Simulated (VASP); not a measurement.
An input for Ansatz (written as the equivalent of a VASP run, and not itself run):

Ansatz 0.2 input:
```yaml
crystal:
  lattice:
    - [0.0000000, 3.0942392, 3.0942392]
    - [3.2231658, 0.0000000, 3.0942392]
    - [3.2231658, 3.0942392, 0.0000000]
  atoms:
    - { symbol: Na, position: [0.0000000, 0.0000000, 0.0000000] }
    - { symbol: I, position: [0.5000000, 0.5000000, 0.5000000] }
kpoints:
  mp_grid: { grid: [8, 8, 8] }
hamiltonian:
  xc: r2scan
  pseudopotentials: { kind: paw }
scf:
  occupations: { method: gaussian, width: 0.05 }
  max_iter: 100
relax:
  max_steps: 30
  f_tol: 0.01
output: { forces: true, stress: true, eigenvalues: true }
```

Task: Write the VASP files for the same calculation (r2SCAN).

Result: This is not unique; one that fits is 
File KPOINTS:
```
Regular mesh
0
Gamma
 8 8 8
```

**INCAR**
```
! general
SYSTEM  = NaI
PREC    = Accurate
ENCUT   = 480
LREAL   = .FALSE.
LASPH   = .TRUE.

! electronic loop
EDIFF   = 1E-7
NELM    = 100
ALGO    = Normal
LMAXMIX = 4
LMIXTAU = .TRUE.

! smearing
ISMEAR  = 0
SIGMA   = 0.05

! functional
METAGGA = R2SCAN

! ions
IBRION  = 2
NSW     = 30
ISIF    = 2
EDIFFG  = -0.01

! output
LWAVE   = .FALSE.
LCHARG  = .FALSE.
```

File POSCAR:
```
NaI
1.0
  0.0000000000   3.0942391913   3.0942391913
  3.2231658243   0.0000000000   3.0942391913
  3.2231658243   3.0942391913   0.0000000000
Na I
1 1
Cartesian
  0.0000000000   0.0000000000   0.0000000000
  3.2231658243   3.0942391913   3.0942391913
```

POTCAR, in this order: Na_pv I (PBE.64 set). Program: vasp_std.

What does not carry over: each code has its own PAW files, so the cut-off isn't converted (ENCUT is set for VASP's; basis.ecutwfc is left out, and Ansatz then takes the one that its files recommend); Ansatz stops its SCF on the density residual and VASP on the energy change (EDIFF).

The compound is NaI in the rock salt structure. This cell was strained or had an atom moved on purpose.
